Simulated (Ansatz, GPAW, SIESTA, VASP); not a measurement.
## One calculation of GaSb3, 4 ways

```
Sb Ga
1.0
     0.00000    3.73060    3.73060
     3.73060    0.00000    3.73060
     3.73060    3.73060    0.00000
Sb Ga
3 1
Direct
  0.50031 0.50350 0.49744
  0.75419 0.75328 0.75013
  0.24185 0.26492 0.25236
  0.00685 0.00417 0.99441
```

The cell comes from a database or a generator and needn't be the stable form of this composition.

Atoms were shifted at random by some hundredths of an Å from the given cell, which wasn't relaxed again for these runs.

Alike in all runs: task single point; functional PBEsol; k mesh 6 × 6 × 6; occupations fermi-dirac, width 0.05 eV; no spin polarisation; no spin-orbit coupling. A missing gap at this level doesn't show that the real crystal is a metal. Pressure is positive in compression and, in plane waves, holds the error of the finite cutoff.

```csv
program and potentials,plane-wave cutoff (eV),notes,band gap (eV),pressure (GPa),energy over the undisturbed cell (meV/atom)
"GPAW, PAW data sets generated for this functional",600,12 valence electrons an atom on average,no gap,-3.73,0.12
"SIESTA, files PseudoDojo sr-pbesol-0.4.1-standard, DZP (energy shift 0.003 Ry; two zetas on semicore shells)",-,atomic basis; 14.5 valence electrons an atom on average,no gap,-2.02,0.81
"Ansatz, all-electron LAPW, scalar-relativistic",-,-,no gap,-3.40,-
"VASP, PBE PAW files Ga_d, Sb, 520 eV",520,potentials made for PBE; 7 valence electrons an atom on average,?,?,-
```

Problem. Estimate from the other rows what the run with VASP, PBE PAW files Ga_d, Sb, 520 eV gave.

Solution. No band gap; pressure -3.42 GPa. The other rows, which needn't bracket it: pressure -3.73 to -2.02; energy over the undisturbed cell 0.12 to 0.81.
